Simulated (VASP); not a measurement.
OSZICAR of a VASP run on ErGe₂ (relaxed from the fluorite structure, space group Fm-3m):

**OSZICAR**
```
       N       E                     dE             d eps       ncg     rms          rms(c)
DAV:   1     0.212370228576E+03    0.21237E+03   -0.17188E+04  1076   0.326E+03
DAV:   2    -0.308199350319E+02   -0.24319E+03   -0.24068E+03  1338   0.742E+02
DAV:   3    -0.632100286678E+02   -0.32390E+02   -0.31849E+02  1320   0.183E+02
DAV:   4    -0.654211512620E+02   -0.22111E+01   -0.20704E+01  1188   0.408E+01
DAV:   5    -0.654957747017E+02   -0.74623E-01   -0.74650E-01  1370   0.790E+00    0.280E+01
DAV:   6    -0.619768003037E+02    0.35190E+01   -0.76381E-01  1278   0.150E+01    0.156E+01
DAV:   7    -0.612408382471E+02    0.73596E+00   -0.85329E-01  1264   0.130E+01    0.865E-01
DAV:   8    -0.620759631869E+02   -0.83512E+00   -0.74659E-01  1098   0.658E+00    0.164E+00
DAV:   9    -0.620002312291E+02    0.75732E-01   -0.54441E-02  1316   0.243E+00    0.472E-01
DAV:  10    -0.620066962188E+02   -0.64650E-02   -0.15391E-02  1418   0.106E+00    0.179E-01
DAV:  11    -0.620114709036E+02   -0.47747E-02   -0.64854E-03  1168   0.586E-01    0.693E-02
DAV:  12    -0.620118135324E+02   -0.34263E-03   -0.20102E-03  1202   0.483E-01    0.354E-02
DAV:  13    -0.620120379925E+02   -0.22446E-03   -0.47811E-04  1526   0.226E-01    0.263E-02
DAV:  14    -0.620127371001E+02   -0.69911E-03   -0.39932E-04  1278   0.255E-01    0.201E-02
DAV:  15    -0.620127936191E+02   -0.56519E-04   -0.27046E-05  1278   0.519E-02    0.822E-03
DAV:  16    -0.620128004609E+02   -0.68419E-05   -0.10982E-05  1118   0.353E-02    0.192E-03
DAV:  17    -0.620128025757E+02   -0.21147E-05   -0.10076E-06   708   0.184E-02    0.310E-03
DAV:  18    -0.620128001573E+02    0.24184E-05   -0.37643E-07   620   0.121E-02    0.730E-04
DAV:  19    -0.620128016041E+02   -0.14468E-05   -0.88572E-08   608   0.631E-03    0.305E-04
DAV:  20    -0.620128013680E+02    0.23605E-06   -0.55932E-08   560   0.479E-03
   1 F= -.62012801E+02 E0= -.62012506E+02  d E =-.620128E+02
       N       E                     dE             d eps       ncg     rms          rms(c)
DAV:   1    -0.626669979791E+02   -0.65420E+00   -0.10789E+01  1224   0.731E+01    0.569E+00
DAV:   2    -0.622118721087E+02    0.45513E+00   -0.10148E+00  1448   0.191E+01    0.257E+00
DAV:   3    -0.620355965690E+02    0.17628E+00   -0.32393E-01  1392   0.152E+01    0.672E-01
DAV:   4    -0.620244447519E+02    0.11152E-01   -0.56008E-02  1348   0.265E+00    0.450E-01
DAV:   5    -0.620204207496E+02    0.40240E-02   -0.18298E-02  1248   0.130E+00    0.227E-01
DAV:   6    -0.620260728445E+02   -0.56521E-02   -0.63486E-03  1372   0.106E+00    0.654E-02
DAV:   7    -0.620259579900E+02    0.11485E-03   -0.61135E-04  1326   0.230E-01    0.593E-02
DAV:   8    -0.620261546528E+02   -0.19666E-03   -0.18522E-04  1224   0.133E-01    0.448E-02
DAV:   9    -0.620262363168E+02   -0.81664E-04   -0.15286E-04  1566   0.100E-01    0.145E-02
DAV:  10    -0.620262359188E+02    0.39802E-06   -0.51329E-06  1008   0.228E-02
   2 F= -.62026236E+02 E0= -.62025694E+02  d E =-.134346E-01
       N       E                     dE             d eps       ncg     rms          rms(c)
DAV:   1    -0.620832994056E+02   -0.57063E-01   -0.84792E-01  1264   0.187E+01    0.165E+00
DAV:   2    -0.620441380428E+02    0.39161E-01   -0.88299E-02  1446   0.606E+00    0.743E-01
DAV:   3    -0.620294868443E+02    0.14651E-01   -0.24844E-02  1384   0.315E+00    0.218E-01
DAV:   4    -0.620286482094E+02    0.83863E-03   -0.36354E-03  1512   0.856E-01    0.144E-01
DAV:   5    -0.620273391734E+02    0.13090E-02   -0.20689E-03  1452   0.451E-01    0.966E-02
DAV:   6    -0.620285859617E+02   -0.12468E-02   -0.63982E-04  1338   0.326E-01    0.301E-02
DAV:   7    -0.620285677097E+02    0.18252E-04   -0.29505E-05  1264   0.663E-02    0.188E-02
DAV:   8    -0.620285844146E+02   -0.16705E-04   -0.18366E-05  1202   0.393E-02    0.886E-03
DAV:   9    -0.620285885364E+02   -0.41218E-05   -0.41463E-06   774   0.182E-02    0.218E-03
DAV:  10    -0.620285889113E+02   -0.37488E-06   -0.45204E-07   500   0.146E-02
   3 F= -.62028589E+02 E0= -.62028049E+02  d E =-.157875E-01
```

### Question
Which electronic solver shows in the log?

### Answer
It is blocked Davidson (ALGO = Normal, or the opening steps of other solvers). The INCAR had ALGO = Normal.

### Question
Can the final energy be trusted as converged?

### Answer
The run converged. It stopped with EDIFF = 1E-6, NELM = 100, NSW = 60 and EDIFFG = -0.02 after 3 ionic steps (r2SCAN meta-GGA, plane waves, VASP's PBE PAW potentials (set 64)). The 4f electrons are frozen in the core of the lanthanide potential, so 4f levels, which can set the real gap, and their magnetism are missing. Energy and stress use the plane-wave basis of the starting cell.

The structure was generated: ErGe2 was put into the fluorite type (Fm-3m), which need not be its known phase. This run relaxes it. Symmetry was kept, so distortions that lower it aren't found. The start is the result of an earlier pass. The electron count is odd and the run is not spin-polarised, which forces a metal.
